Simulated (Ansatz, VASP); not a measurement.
# Cross-check of Re (Rhenium) between VASP and Ansatz, part 2 of 2

Aim: how closely do two programs agree when they are given the same cell, functional and k mesh? The structure shown comes from an earlier Ansatz run, which isn't shown and may have moved the atoms alone.

VASP 6.6.1 and Ansatz 0.2.0.

So far: The starting structure; Ansatz: elastic constants, LDA.

## (3) VASP: elastic constants, LDA

Level of this step: LDA; plane waves and PAW (Re) (VASP).

The same cell, functional (in two slightly different forms), mesh and smearing now go to VASP, with its own data sets.

Lines of VASP's logs that name or quote its potential files are left out, and so is its time.

INCAR reads:

```
SYSTEM = Re
PREC = Accurate
ENCUT = 600
EDIFF = 1E-08
NELM = 120
ISMEAR = 0
SIGMA = 0.1
LREAL = .FALSE.
ALGO = Normal
GGA = CA
NBANDS = 13
LASPH = .TRUE.
LORBIT = 11
LWAVE = .FALSE.
LCHARG = .FALSE.
ISIF = 3
IBRION = 6
NFREE = 2
POTIM = 0.015
NSW = 1
GGA_COMPAT = .FALSE.
KPAR = 2
```

POSCAR reads:

```
Re
1.0
    2.7376869712      0.0000000000      0.0000000000
   -1.3688434856      2.3709064647      0.0000000000
    0.0000000000      0.0000000000      4.4154466156
Re
2
Direct
    0.3333333333      0.6666666667      0.2500000000
    0.6666666667      0.3333333333      0.7500000000
```

KPOINTS reads:

```
Automatic mesh
0
Gamma
21 21 12
0 0 0
```

Potentials, in the order of the species: Re (LDA family, release 64).

Started as:

```
mpirun -np 2 vasp_std
```

Numbers of over 12 decimals in the logs are rounded to 6 here.

Output:

```text
[banner, memory and clock lines left out]
running    2 mpi-ranks, on    1 nodes
 distrk:  each k-point on    1 cores,    2 groups
 distr:  one band on    1 cores,    1 groups

 POSCAR found type information on POSCAR Re
 POSCAR found :  1 types and       2 ions
 LDA part: xc-table for (Slater(with rela. corr.)+CA(PZ))
 , standard interpolation
 POSCAR, INCAR and KPOINTS ok, starting setup
 FFT: planning ... GRIDC
 FFT: planning ... GRID_SOFT
 FFT: planning ... GRID
 WAVECAR not read
 entering main loop
       N       E                     dE             d eps       ncg     rms          rms(c)
DAV:   1     0.125941743369E+03    0.12594E+03   -0.63492E+03  9376   0.123E+03
DAV:   2    -0.201360125370E+02   -0.14608E+03   -0.12910E+03 13701   0.461E+02
DAV:   3    -0.287860999656E+02   -0.86501E+01   -0.75745E+01 14582   0.147E+02
DAV:   4    -0.289678812359E+02   -0.18178E+00   -0.17775E+00 14394   0.128E+01
DAV:   5    -0.289690444639E+02   -0.11632E-02   -0.11624E-02 14392   0.174E+00    0.447E+01
DAV:   6    -0.278918872466E+02    0.10772E+01   -0.90234E-01 14901   0.159E+01    0.193E+01
DAV:   7    -0.275451231301E+02    0.34676E+00   -0.60486E-01 14947   0.127E+01    0.418E-01
DAV:   8    -0.275354438276E+02    0.96793E-02   -0.52208E-03 13829   0.736E-01    0.150E-01
DAV:   9    -0.275343127766E+02    0.11311E-02   -0.45209E-04 13039   0.212E-01    0.436E-02
DAV:  10    -0.275343207205E+02   -0.79439E-05   -0.45786E-05 14110   0.593E-02    0.211E-02
DAV:  11    -0.275343198894E+02    0.83109E-06   -0.76846E-07 14586   0.119E-02    0.127E-03
DAV:  12    -0.275343198792E+02    0.10236E-07   -0.35231E-08 11820   0.164E-03    0.999E-04
DAV:  13    -0.275343198750E+02    0.42239E-08   -0.23876E-09  7848   0.548E-04
   1 F= -.27534320E+02 E0= -.27530532E+02  d E =-.757625E-02
[... from here on, the cycles between the ionic steps are left out ...]
   2 F= -.27525437E+02 E0= -.27521432E+02  d E =-.801063E-02
   3 F= -.27514795E+02 E0= -.27511213E+02  d E =-.716440E-02
   4 F= -.27525394E+02 E0= -.27521455E+02  d E =-.787918E-02
   9 F= -.27530186E+02 E0= -.27526441E+02  d E =-.749011E-02
  10 F= -.27530758E+02 E0= -.27526953E+02  d E =-.760987E-02
  11 F= -.27530758E+02 E0= -.27526953E+02  d E =-.760987E-02
  12 F= -.27530755E+02 E0= -.27526952E+02  d E =-.760749E-02
  13 F= -.27530755E+02 E0= -.27526952E+02  d E =-.760749E-02
  14 F= -.27533767E+02 E0= -.27529969E+02  d E =-.759624E-02
  15 F= -.27533767E+02 E0= -.27529969E+02  d E =-.759624E-02
  16 F= -.27534016E+02 E0= -.27530270E+02  d E =-.749340E-02
 Finite differences progress:
  Degree of freedom:   8/  8
  Displacement:        1/  2
  Total:              15/ 16
 bond charge predicted
       N       E                     dE             d eps       ncg     rms          rms(c)
DAV:   1    -0.275281019797E+02    0.59144E-02   -0.25507E+00 14247   0.101E+01    0.314E-01
DAV:   2    -0.275347806503E+02   -0.66787E-02   -0.95638E-02 21505   0.336E+00    0.196E-01
DAV:   3    -0.275343421772E+02    0.43847E-03   -0.12738E-03 22281   0.484E-01    0.116E-01
DAV:   4    -0.275340180871E+02    0.32409E-03   -0.54476E-04 19462   0.198E-01    0.162E-02
DAV:   5    -0.275340176270E+02    0.46011E-06   -0.14982E-05 22557   0.410E-02    0.885E-03
DAV:   6    -0.275340164306E+02    0.11964E-05   -0.36738E-06 21570   0.183E-02    0.201E-03
DAV:   7    -0.275340163808E+02    0.49776E-07   -0.21359E-07 22276   0.364E-03    0.993E-04
DAV:   8    -0.275340163747E+02    0.60982E-08   -0.16719E-08 13499   0.137E-03
  17 F= -.27534016E+02 E0= -.27530270E+02  d E =-.749340E-02
 Finite differences progress:
  Degree of freedom:   8/  8
  Displacement:        2/  2
  Total:              16/ 16
```

OUTCAR, selected parts (step 3):

```text
ion  position               nearest neighbor table
   1  0.333  0.667  0.250-   2 2.72   2 2.72   2 2.72   2 2.72   2 2.72   2 2.72
   2  0.667  0.333  0.750-   1 2.72   1 2.72   1 2.72   1 2.72   1 2.72   1 2.72

  LATTYP: Found a hexagonal cell.
 ALAT       =     2.7376869712
 C/A-ratio  =     1.6128383785

 Subroutine GETGRP returns: Found 24 space group operations
 (whereof 12 operations were pure point group operations)

The static configuration has the point symmetry D_3d.
 The point group associated with its full space group is D_6h.

 Found    336 irreducible k-points:

   k-points           NKPTS =    336   k-points in BZ     NKDIM =    336   number of bands    NBANDS=     13

   dimension x,y,z NGX =    24 NGY =   24 NGZ =   36
   dimension x,y,z NGXF=    48 NGYF=   48 NGZF=   72

   ENCUT  =  600.0 eV  44.10 Ry    6.64 a.u.   5.47  5.47  8.82*2*pi/ulx,y,z

   NELECT =      14.0000    total number of electrons

 k-points in reciprocal lattice and weights: Automatic mesh
   0.00000000  0.00000000  0.00000000       0.000
   0.04761905 -0.00000000  0.00000000       0.001
   0.09523810 -0.00000000  0.00000000       0.001
   0.14285714 -0.00000000  0.00000000       0.001
   0.19047619 -0.00000000  0.00000000       0.001
   0.23809524 -0.00000000  0.00000000       0.001
   0.28571429 -0.00000000  0.00000000       0.001
   0.33333333 -0.00000000  0.00000000       0.001
   0.38095238 -0.00000000  0.00000000       0.001
[...]
0.33333333  0.28571429  0.50000000       0.002
   0.33333333  0.33333333  0.50000000       0.000

 average (electrostatic) potential at core
       1 -39.0360       2 -39.0360

 E-fermi :   8.1751

 k-point     1 :       0.0000    0.0000    0.0000
  band No.  band energies     occupation
    ...
      3       6.5079      2.00000
      4       6.5079      2.00000
      5       6.5282      2.00000
      6       7.3826      2.00000
      7       7.3826      2.00000
      8       8.3376      0.02156
      9       8.3376      0.02156
     10       9.0050      0.00000
     11      11.6563      0.00000
     12      11.6563      0.00000
    ...

 k-point     2 :       0.0476   -0.0000    0.0000
  band No.  band energies     occupation
    ...
      4       6.5964      2.00000
      5       6.8106      2.00000
      6       7.3118      2.00000
      7       7.4660      2.00000
      8       8.1826      0.91493
      9       8.2611      0.22398
     10       8.6762      0.00000
     11      11.7101      0.00000
     12      12.1441      0.00000
     13      18.5811      0.00000

 k-point     3 :       0.0952   -0.0000    0.0000
  band No.  band energies     occupation
    ...
      5       7.0321      2.00000
      6       7.1995      2.00000
      7       7.5086      2.00000
      8       7.7111      2.00000
      9       8.0565      1.90660
     10       8.3474      0.01483
     11      11.8507      0.00000
     12      13.1676      0.00000
     13      18.5622      0.00000

  Total        0.3151451      0.3151451      0.2970975      0.0000000      0.0000000      0.0000000
  in kB       17.6176600     17.6176600     16.6087391      0.0000000      0.0000000      0.0000000
  external PRESSURE =      17.2813530 kB  Pullay stress =       0.0000000 kB

  energy-cutoff  :      600.00
  volume of cell :       28.66
      direct lattice vectors                 reciprocal lattice vectors
     2.737686971  0.000000000  0.000000000     0.365271856  0.210889804  0.000000000
    -1.368843486  2.370906465  0.000000000     0.000000000  0.421779608  0.000000000
     0.000000000  0.000000000  4.415446616     0.000000000  0.000000000  0.226477656

 POSITION                                       TOTAL-FORCE (eV/Angst)
 -----------------------------------------------------------------------------------
     -0.00000      1.58060      1.08886        -0.000000      0.000000      0.041364
      1.36884      0.79030      3.31158         0.000000     -0.000000     -0.041364
 -----------------------------------------------------------------------------------
    total drift:                               -0.000000      0.000000     -0.000083

  FREE ENERGIE OF THE ION-ELECTRON SYSTEM (eV)
  ---------------------------------------------------
  free  energy   TOTEN  =       -27.5340163747 eV

  energy  without entropy=      -27.5265229757  energy(sigma->0) =      -27.53026968

  SYMMETRIZED ELASTIC MODULI (kBar)
 Direction    XX          YY          ZZ          XY          YZ          ZX
 --------------------------------------------------------------------------------
 XX        7042.3651   2925.9479   2574.7269      0.0000      0.0000      0.0000
 YY        2925.9479   7042.3651   2574.7269      0.0000     -0.0000     -0.0000
 ZZ        2574.7269   2574.7269   7484.6712      0.0000      0.0000      0.0000
 XY           0.0000      0.0000      0.0000   2058.2086      0.0000     -0.0000
 YZ           0.0000     -0.0000      0.0000     -0.0000   1770.3087      0.0000
 ZX           0.0000     -0.0000      0.0000      0.0000      0.0000   1770.3087
 --------------------------------------------------------------------------------

 Eigenvectors and eigenvalues of the dynamical matrix
 ----------------------------------------------------

   1 f  =    3.590457 THz    22.559506 2PiTHz  119.764751 cm-1    14.848930 meV
             X         Y         Z           dx          dy          dz
     -0.000000  1.580604  1.103862    -0.000000   -0.707107   -0.000000
      1.368843  0.790302  3.311585     0.000000    0.707107    0.000000

   2 f  =    3.590457 THz    22.559506 2PiTHz  119.764751 cm-1    14.848930 meV
             X         Y         Z           dx          dy          dz
     -0.000000  1.580604  1.103862     0.707107   -0.000000    0.000000
      1.368843  0.790302  3.311585    -0.707107    0.000000    0.000000

   3 f  =    2.688197 THz    16.890437 2PiTHz   89.668587 cm-1    11.117483 meV
             X         Y         Z           dx          dy          dz
     -0.000000  1.580604  1.103862    -0.000000   -0.000000    0.707107
      1.368843  0.790302  3.311585     0.000000    0.000000   -0.707107

   4 f  =    0.000000 THz     0.000000 2PiTHz    0.000000 cm-1     0.000000 meV
             X         Y         Z           dx          dy          dz
     -0.000000  1.580604  1.103862     0.000000    0.000000   -0.707107
      1.368843  0.790302  3.311585    -0.000000    0.000000   -0.707107

   5 f  =    0.000000 THz     0.000000 2PiTHz    0.000000 cm-1     0.000000 meV
             X         Y         Z           dx          dy          dz
     -0.000000  1.580604  1.103862    -0.707107   -0.000000   -0.000000
      1.368843  0.790302  3.311585    -0.707107   -0.000000    0.000000

   6 f  =    0.000000 THz     0.000000 2PiTHz    0.000000 cm-1     0.000000 meV
             X         Y         Z           dx          dy          dz
     -0.000000  1.580604  1.103862     0.000000   -0.707107   -0.000000
      1.368843  0.790302  3.311585    -0.000000   -0.707107    0.000000

 ELASTIC MODULI CONTR FROM IONIC RELAXATION (kBar)
 Direction    XX          YY          ZZ          XY          YZ          ZX
 --------------------------------------------------------------------------------
 XX        -119.6403    119.6403      0.0000      0.0000      0.0000      0.0000
 YY         119.6403   -119.6403      0.0000     -0.0000     -0.0000     -0.0000
 ZZ           0.0000      0.0000      0.0000      0.0000      0.0000      0.0000
 XY           0.0000     -0.0000      0.0000   -119.6403     -0.0000     -0.0000
 YZ           0.0000     -0.0000      0.0000     -0.0000     -0.0000     -0.0000
 ZX           0.0000     -0.0000      0.0000     -0.0000     -0.0000     -0.0000
 --------------------------------------------------------------------------------

 TOTAL ELASTIC MODULI (kBar)
 Direction    XX          YY          ZZ          XY          YZ          ZX
 --------------------------------------------------------------------------------
 XX        6922.7249   3045.5881   2574.7269      0.0000      0.0000      0.0000
 YY        3045.5881   6922.7249   2574.7269     -0.0000     -0.0000     -0.0000
 ZZ        2574.7269   2574.7269   7484.6712      0.0000      0.0000      0.0000
 XY           0.0000     -0.0000      0.0000   1938.5684      0.0000     -0.0000
 YZ           0.0000     -0.0000      0.0000     -0.0000   1770.3087     -0.0000
 ZX           0.0000     -0.0000      0.0000      0.0000     -0.0000   1770.3087
 --------------------------------------------------------------------------------

 total charge
# of ion       s       p       d       tot
------------------------------------------
    1        0.638   0.689   4.947   6.274
    2        0.638   0.689   4.947   6.274
--------------------------------------------------
tot          1.275   1.378   9.894  12.547

[... 3 further parts left out ...]
```

Levels, forces or a CONTCAR printed for this step are those of its last displaced cell, not of the structure at rest.

## (4) Side by side

Known differences besides the potentials themselves: the two LDA forms differ slightly; the data sets hold 30 valence electrons in Ansatz (on its default PAW (the set named soft_2) files) and 14 in VASP; the cutoff is 420 eV in Ansatz and 600 eV in VASP; VASP's log shows a relativistic correction to its local exchange, Ansatz's none; VASP takes each elastic constant from one size of strain, Ansatz from those that its log lists. Total energies have different zeros and are not compared.

Compared:

```tsv
quantity	Ansatz	VASP	difference
C11 (GPa)	679.0	692.3	-1.92 %
C22 (GPa)	679.0	692.3	-1.92 %
C33 (GPa)	743.4	748.5	-0.68 %
C12 (GPa)	292.0	304.6	-4.12 %
C13 (GPa)	241.6	257.5	-6.17 %
C23 (GPa)	241.6	257.5	-6.17 %
C44 (GPa)	177.3	177.0	+0.15 %
C55 (GPa)	177.3	177.0	+0.15 %
C66 (GPa)	193.5	193.9	-0.19 %
```

## (5) Outcome

| Property | Result |
| --- | --- |
| difference in C13 (elastic constants, LDA) | -6.2 % |

The difference in C13 is -6.2 % (elastic constants, LDA), beyond the 5 % picked in this series as the mark of a large difference. The data sets hold unlike numbers of valence electrons (30 in Ansatz and 14 in VASP), so part of the differences comes from the potentials. Such differences can come from data sets, numerical settings and the points named under the comparisons, not from the functional's error against experiment.

[Lines on the potential files, build, host, timing and source positions are cut from VASP's logs without a mark.]

[Logs are printed without paths, hosts, clocks, repeated set-up lines and the standing remarks that a program may print on its own settings, such as how far it seeks lower states.]

[Hosts, paths, dates, database ids (printed as entryN), source tags and the programs' standing remarks are cut or masked in the printed files.]
